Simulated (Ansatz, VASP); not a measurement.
# Cross-check of CdC2 between VASP and Ansatz, part 3 of 3

Aim: how closely do two programs agree when they are given the same cell, functional and k mesh? The cell is generated by rule, not measured, and may not be a known phase. The cell is taken from a series of runs on this material, whose earlier steps may have relaxed, scaled, displaced or heated it; both programs get it as it stands.

VASP 6.6.1 and Ansatz 0.2.0.

So far: The structure; VASP: zone-centre phonons, PBE.

The structure was built from a prototype and need not be the compound's stable phase.

### Step 3. Ansatz: zone-centre phonons, PBE

Level of this step: Ansatz beside VASP: Kohn-Sham DFT, plane waves, PBE (Ansatz).

Ansatz runs on its NC files.

The same cell, functional and mesh now go to Ansatz, which takes its cutoff from its data sets.

Contents of input.yaml:

```yaml
crystal:
  lattice:
    - [3.9651099776, 0.0, 0.0]
    - [0.0, 3.9651099776, 0.0]
    - [0.0, 0.0, 5.9125324408]
  atoms:
    - { symbol: Cd, position: [0.5, 0.5, 0.0] }
    - { symbol: Cd, position: [0.0, 0.0, 0.5] }
    - { symbol: C, position: [0.8884665355, 0.8884665355, 0.0] }
    - { symbol: C, position: [0.6115334645, 0.3884665355, 0.5] }
    - { symbol: C, position: [0.1115334645, 0.1115334645, 0.0] }
    - { symbol: C, position: [0.3884665355, 0.6115334645, 0.5] }
kpoints:
  mp_grid: { grid: [8, 8, 4] }
hamiltonian:
  xc: pbe
  pseudopotentials: { kind: nc }
scf:
  occupations: { method: fixed }
output:
  eigenvalues: true
phonons:
  method: dfpt
  dielectric: true
  rigid_motions: translations
```

Command:

```sh
> ansatz run input.yaml --threads 8 --pin off --max-ram 14336MiB --backend cpu --events-out ev --progress --plain --runs-dir out
```

Numbers of over 12 decimals in the logs are rounded to 6 here.

Log:

```text
Engine: ansatz 0.2.0, x86_64-unknown-linux-gnu
Pseudopotentials: kind: nc
Pseudopotential: Cd, nc, valence charge 20, recommended cutoff 1071 eV (normal), Cd.nc.azcp
Pseudopotential: C, nc, valence charge 4, recommended cutoff 1115.666836 eV (normal), C.nc.azcp
Functional definition: PBE
  parameter kappa = 0.804
  parameter beta = 0.066725
  exchange = pbe_x(kappa = kappa, mu = beta*pi^2/3)
  correlation = pbe_c(beta = beta)
Crystal: 6 atoms, lattice volume = 92.957 Å³
Basis set: ecut = 1115.666836 eV, 7829 PW (Γ), exchange–correlation on 96×96×144 points (8 copies of the dense FFT grid, shifted against one another)
Bands: 34, of which v1, the nominal top of the filled ones, is band 28 counted from 1 (27 counted from 0)
Symmetry: 16 space group operations
k-points: 132 of 256 (irreducible under 1 space group operation, time reversal used)
Non-local potential: Cd, projectors of the file, l = 0: 2, l = 1: 2, l = 2: 2, l = 3: 1
Non-local potential: C, projectors of the file, l = 0: 2, l = 1: 2
Initial density: superposition of atomic densities (chi_scale 0.1, normalization cell, long waves kept (reshape's long-wave potential 0.00 eV rms))
Initial wavefunctions: pseudopotential atomic-orbital guess
Functional: x = pbe(κ = 0.804, μ = 0.219515), c = pbe(β = 0.066725)
SCF iter   1: F=—  HF=-10187.797281 eV  |F-HF|=—  |Δ(HF+E_count)|=         —  Δρ=9.88e-2  dr2=9.43e0  ethr=3.10e-3  ⟨swp⟩=5.0  Hψ=17508  notcnv=0  defer=477
preconditioner: auto → Resta (q_TF=auto, 2.507 Å⁻¹)  ε∞=6.0  [insulator: Δε(μ)=4.098 eV  Ē_g=10.878 eV  n_scr=28 (ndim 8)  ℏωp=24.4 eV  f_vac=0.000  ε∞_Penn≈6.0]
SCF iter   2: F=—  HF=-10184.983008 eV  |F-HF|=—  |Δ(HF+E_count)|=    2.81e0  Δρ=4.38e-2  dr2=1.68e0  ethr=3.10e-3  ⟨swp⟩=3.0  Hψ=9255  notcnv=0  defer=302
SCF iter   3: F=—  HF=-10184.446898 eV  |F-HF|=—  |Δ(HF+E_count)|=   5.36e-1  Δρ=8.04e-3  dr2=3.44e-2  ethr=2.99e-3  ⟨swp⟩=3.0  Hψ=8861  notcnv=0  defer=460
SCF iter   4: F=—  HF=-10184.452568 eV  |F-HF|=—  |Δ(HF+E_count)|=   5.67e-3  Δρ=1.67e-3  dr2=3.78e-3  ethr=6.15e-5  ⟨swp⟩=3.1  Hψ=6352  notcnv=0  defer=528
SCF iter   5: F=—  HF=-10184.453390 eV  |F-HF|=—  |Δ(HF+E_count)|=   8.22e-4  Δρ=4.81e-4  dr2=1.50e-4  ethr=6.76e-6  ⟨swp⟩=3.0  Hψ=7451  notcnv=0  defer=528
SCF iter   6: F=—  HF=-10184.453581 eV  |F-HF|=—  |Δ(HF+E_count)|=   1.91e-4  Δρ=1.69e-4  dr2=1.72e-5  ethr=2.68e-7  ⟨swp⟩=2.2  Hψ=8095  notcnv=0  defer=528
SCF iter   7: F=—  HF=-10184.453588 eV  |F-HF|=—  |Δ(HF+E_count)|=   6.94e-6  Δρ=4.75e-5  dr2=1.37e-6  ethr=3.08e-8  ⟨swp⟩=2.0  Hψ=7833  notcnv=0  defer=512
SCF iter   8: F=—  HF=-10184.453606 eV  |F-HF|=—  |Δ(HF+E_count)|=   1.86e-5  Δρ=8.65e-6  dr2=8.80e-8  ethr=2.44e-9  ⟨swp⟩=2.9  Hψ=9374  notcnv=0  defer=470
SCF iter   9: F=—  HF=-10184.453607 eV  |F-HF|=—  |Δ(HF+E_count)|=   5.84e-8  Δρ=1.29e-6  dr2=9.72e-10  ethr=1.57e-10  ⟨swp⟩=2.1  Hψ=6818  notcnv=0  defer=470
SCF iter  10: F=-10184.453607 eV  HF=-10184.453607 eV  |F-HF|=5.46e-12  |Δ(HF+E_count)|=  8.93e-10  Δρ=2.51e-7  dr2=6.10e-11  ethr=1.00e-12  ⟨swp⟩=19.9  Hψ=39532  notcnv=0
SCF 1 converged in 10 iterations: F = -10184.453607 eV  dr2 = 6.10e-11
DFPT response loops at Γ: preconditioner auto → Resta (q_TF=auto, 2.507 Å⁻¹)  ε∞=4.4 (no band partly filled); β = 1.00, the filter's whole step (`scf.mixing.beta` (0.50) is not read by the response loops at its default; to damp them type it under 1.00, their step now; it binds the ground state too); Broyden in place of MSR1
── the response to a field inside a basis, on 8×8×4 k-points: an SCF that follows is theirs, and a resumed run solves both again ──
Bands: 29, of which v1, the nominal top of the filled ones, is band 28 counted from 1 (27 counted from 0)
k-points: 20 of 256
Initial density: handed on by an earlier stage of this run
Initial wavefunctions: pseudopotential atomic-orbital guess (no wavefunctions were taken with the density)
Eigensolver: Dense (20 Hₖ)
SCF iter   1: F=—  HF=-10184.394602 eV  |F-HF|=—  |Δ(HF+E_count)|=         —  Δρ=3.83e-4  dr2=1.57e-5  ethr=1.00e-1
preconditioner: auto → Resta (q_TF=auto, 2.507 Å⁻¹)  ε∞=7.2  [insulator: Δε(μ)=3.358 eV  Ē_g=9.766 eV  n_scr=28 (ndim 8)  ℏωp=24.4 eV  f_vac=0.027  ε∞_Penn≈7.2]
SCF iter   2: F=—  HF=-10184.394634 eV  |F-HF|=—  |Δ(HF+E_count)|=   3.14e-5  Δρ=1.95e-4  dr2=4.34e-6  ethr=2.80e-8
SCF iter   3: F=-10184.394647 eV  HF=-10184.394647 eV  |F-HF|=3.47e-8  |Δ(HF+E_count)|=   1.29e-5  Δρ=1.68e-5  dr2=9.57e-8  ethr=7.75e-9
SCF 1 converged in 3 iterations: F = -10184.394647 eV  dr2 = 9.57e-8
DFPT response loops at Γ: preconditioner auto → Resta (q_TF=auto, 2.507 Å⁻¹)  ε∞=4.2 (no band partly filled); β = 1.00, the filter's whole step (`scf.mixing.beta` (0.50) is not read by the response loops at its default; to damp them type it under 1.00, their step now; it binds the ground state too); Broyden in place of MSR1
SCF converged after 10 iterations
Free energy (F): -10184.453607 eV
Harris-Foulkes:  -10184.453607 eV  (|F-HF|=5.46e-12)
Internal energy: -10184.453607 eV  (E = F + TS)
E sigma→0 (E₀):  -10184.453607 eV
Fermi energy:    7.147601 eV
--- Per-component energies (eV) ---
  E_band       = -987.850882
  E_kinetic    = 3691.880899
  E_local      = -10236.192500  (includes V_loc(G=0)·N_el)
  E_nonlocal   = 338.508946
  E_hartree    = 3305.174033
  E_xc         = -1546.631611
  E_vxc        = -1392.396451  (∫ρ·V_xc dr)
  E_ewald      = -5737.193374
  E_smearing   = -0.000000  (= −TS)
  E_closure    = 0.000000  (closes the sum)
  Σ components = -10184.453607   (vs F -10184.453607, Δ=0.00e0)
--- Band table (eV; the first three rows and the last of 132) ---
  k-point 0: bands = [... 24 lower, 4.6241, 5.8156, 5.8156, 5.9844, 10.7764, 11.9425, 13.0396, 13.0396, ... 2 higher]
  k-point 1: bands = [... 24 lower, 5.3487, 5.7957, 5.7957, 6.2257, 10.9057, 11.7130, 12.8846, 12.8846, ... 2 higher]
  k-point 2: bands = [... 24 lower, 5.7747, 5.7747, 6.2061, 6.2061, 11.2628, 11.2628, 12.7505, 12.7505, ... 2 higher]
  k-point 131: bands = [... 24 lower, 4.1777, 4.1777, 6.7827, 6.7827, 11.8799, 11.8799, 12.0157, 12.0157, ... 2 higher]
--- Phonons (Γ-DFPT): 4 representative perturbations + reference, on 132 of 256 k-points (Σ response iterations 14) ---
  k mesh reduced under 1 symmetry operation, with k and −k counted as one. Each operation leaves every solved perturbation unchanged. A smaller set is not considered because the run solves the response to a homogeneous field
  ASR residual: 4.512e-4 → 0.000e0 eV/Å²; symmetrization residual: 3.432e-6 eV/Å²
  ASR residual per site (eV/Å²): 4.51e-4 4.51e-4 1.32e-4 1.32e-4 1.32e-4 1.32e-4
  Γ frequencies (cm⁻¹): -79.60 -79.60 -64.06 0.00 0.00 0.00 45.48 60.92 60.92 252.69 252.69 286.65 366.25 373.46 453.54 453.54 1946.97 1948.06
  ε∞ (high-frequency dielectric tensor):
        5.127209     0.000000     0.000000
        0.000000     5.127209     0.000000
        0.000000     0.000000     4.217124
  softest optical mode at Γ: -79.60 cm⁻¹; the repairs (sum rule, projections) moved no ω² at Γ by more than (2.10 cm⁻¹)²
  Born effective charges Z* (e; rows j = field, columns β = displacement):
    site 0:
         2.38037   -0.22148    0.00000
        -0.22148    2.38037    0.00000
         0.00000    0.00000    2.34278
    site 1:
         2.38037    0.22148    0.00000
         0.22148    2.38037    0.00000
         0.00000    0.00000    2.34278
    site 2:
        -1.19019    0.15814    0.00000
         0.15814   -1.19019    0.00000
         0.00000    0.00000   -1.17139
    site 3:
        -1.19019   -0.15814    0.00000
        -0.15814   -1.19019    0.00000
         0.00000    0.00000   -1.17139
    site 4:
        -1.19019    0.15814    0.00000
         0.15814   -1.19019    0.00000
         0.00000    0.00000   -1.17139
    site 5:
        -1.19019   -0.15814    0.00000
        -0.15814   -1.19019    0.00000
         0.00000    0.00000   -1.17139
  Z* charge neutrality: 1.539e-4 e pre-enforcement
  solved inside a basis spanned on kpoints, on 8×8×4 k-points, its susceptibility summed on 10×10×6: ε∞ is read to err by 1.7e-2, Z* by 2.4e-2 e (field_mesh: kpoints solves on kpoints); Z* is corrected for what the basis lacks
  optical modes at Γ without the LO–TO term, one row a degenerate level:
      ω (cm⁻¹)  modes    IR ((D/Å)²/amu)
        -79.60      2            15.8845
        -64.06      1            12.7954
         45.48      1             0.0000
[...]
optical modes at Γ + LO–TO along q̂ = [1.0000, 0.0000, 0.0000]:
      ω (cm⁻¹)  modes    IR ((D/Å)²/amu)
[...]
optical modes at Γ + LO–TO along q̂ = [0.0000, 1.0000, 0.0000]:
      ω (cm⁻¹)  modes    IR ((D/Å)²/amu)
[...]
optical modes at Γ + LO–TO along q̂ = [0.0000, 0.0000, 1.0000]:
      ω (cm⁻¹)  modes    IR ((D/Å)²/amu)
[...]
252.69      2             0.0000
        255.96      1            12.7954
        286.65      1             0.0000
        366.25      1             0.0000
        373.46      1             0.0000
        453.54      2             9.5875
       1946.97      1             0.0000
       1948.06      1             0.0000
```

### Step 4. Differences

Known differences besides the potentials themselves: fixed occupations in Ansatz, narrow Gaussian smearing in VASP; VASP's response is taken on the typed mesh, Ansatz refines its own for the field response alone; the data sets hold 56 valence electrons in Ansatz (on its NC files) and 40 in VASP; the cutoff is 1115.67 eV in Ansatz and 600 eV in VASP. Total energies have different zeros and are not compared.

Both answers:

```tsv
quantity	Ansatz	VASP	difference
ε∞ xx	5.13	5.09	+0.79 %
ε∞ yy	5.13	5.09	+0.79 %
ε∞ zz	4.22	4.21	+0.24 %
Born charge of Cd1 (mean of the diagonal) (e)	2.37	2.36	0.00
Born charge of C3 (mean of the diagonal) (e)	-1.18	-1.18	0.00
optical mode 1 to 2 (imaginary, printed as negative) (cm⁻¹)	-79.6	-80.9	+1.3
optical mode 3 (imaginary, printed as negative) (cm⁻¹)	-64.1	-69.5	+5.5
optical mode 4 (cm⁻¹)	45.5	46.4	-0.9
optical mode 5 to 6 (cm⁻¹)	60.9	61.2	-0.46 %
optical mode 7 to 8 (cm⁻¹)	252.7	243.3	+3.86 %
optical mode 9 (cm⁻¹)	286.6	286.7	-0.03 %
optical mode 10 (cm⁻¹)	366.2	360.1	+1.72 %
optical mode 11 (cm⁻¹)	373.5	369.1	+1.18 %
optical mode 12 to 13 (cm⁻¹)	453.5	462.0	-1.84 %
optical mode 14 (cm⁻¹)	1947.0	1955.8	-0.45 %
optical mode 15 (cm⁻¹)	1948.1	1959.7	-0.59 %
```

Modes are paired by rising frequency, not by their patterns, so a pair may set unlike modes beside each other; they are those without the splitting of longitudinal modes.

### Step 5. Summary of results

```json
{
  "r.m.s. difference of the optical zone-centre modes, each program's sorted by frequency (zone-centre phonons, PBE)": "6.5 cm⁻¹",
  "difference in optical mode 7 to 8 (zone-centre phonons, PBE)": "+3.9 %"
}
```

The r.m.s. difference of the optical zone-centre modes, each program's sorted by frequency is 6.5 cm⁻¹ (zone-centre phonons, PBE). The data sets hold unlike numbers of valence electrons (56 in Ansatz and 40 in VASP), so part of the differences comes from the potentials. Among the rows given in per cent, the largest difference of the zone-centre phonons, PBE pair is in optical mode 7 to 8, +3.9 %. Such differences can come from data sets, numerical settings and the points named under the comparisons, not from the functional's error against experiment.

[Lines on the potential files, build, host, timing and source positions are cut from VASP's logs without a mark.]

[Logs are printed without paths, hosts, clocks, repeated set-up lines and the standing remarks that a program may print on its own settings, such as how far it seeks lower states.]

[Hosts, paths, dates, database ids (printed as entryN), source tags and the programs' standing remarks are cut or masked in the printed files.]
